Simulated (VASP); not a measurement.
VASP input:

### INCAR
```
AEXX=0.25
ALGO=Normal
EDIFF=1E-6
ENCUT=300
GGA=PE
HFSCREEN=0.2
ISIF=2
ISMEAR=0
ISYM=3
LASPH=.TRUE.
LCHARG=.FALSE.
LHFCALC=.TRUE.
LMAXMIX=4
LREAL=.FALSE.
LWAVE=.FALSE.
NELM=100
PREC=Accurate
PRECFOCK=Fast
SIGMA=0.01
SYSTEM=KI
```

KPOINTS:
```
Automatic mesh
0
Gamma
3 3 3
0 0 0
```

**POSCAR**
```
KI
1
    0.0000000000     3.4949660000     3.4949660000
    3.4949660000     0.0000000000     3.4949660000
    3.4949660000     3.4949660000     0.0000000000
K I
1 1
Direct
  0.0000000000   0.0000000000   0.0000000000
  0.5000000000   0.5000000000   0.5000000000
```

POTCAR, in this order: K_sv I (PBE.64 set). Program: vasp_std.

Problem. Write an equivalent input for Ansatz.

Solution. One equivalent input (not run):
Ansatz 0.2 input:
```yaml
crystal:
  lattice:
    - [0.0000000, 3.4949660, 3.4949660]
    - [3.4949660, 0.0000000, 3.4949660]
    - [3.4949660, 3.4949660, 0.0000000]
  atoms:
    - { symbol: K, position: [0.0000000, 0.0000000, 0.0000000] }
    - { symbol: I, position: [0.5000000, 0.5000000, 0.5000000] }
kpoints:
  mp_grid: { grid: [3, 3, 3] }
hamiltonian:
  xc: hse06
  pseudopotentials: { kind: paw }
scf:
  occupations: { method: gaussian, width: 0.01 }
  max_iter: 100
output: { forces: true, stress: true, eigenvalues: true }
```
Limits of the translation: each code has its own PAW files, so the cut-off isn't converted (ENCUT is set for VASP's; basis.ecutwfc is left out, and Ansatz then takes the one that its files recommend); Ansatz stops its SCF on the density residual and VASP on the energy change (EDIFF); Ansatz's hse06 screens at 0.11 per bohr (0.208 per Å), slightly more than HFSCREEN = 0.2.

The structure comes from a computed database's KI entry; how it stands against other phases isn't given here. The cell was not relaxed at this level. The k-mesh is coarse (spacing up to 0.52 per Å, 2π included), so the numbers may not be converged in it. The run is one of a series of settings (AEXX = 0.25, HFSCREEN = 0.2, ISYM = 3, LHFCALC = .TRUE., PRECFOCK = Fast, KPOINTS 3×3×3 Γ-centred mesh against the base run), some of them coarse on purpose.
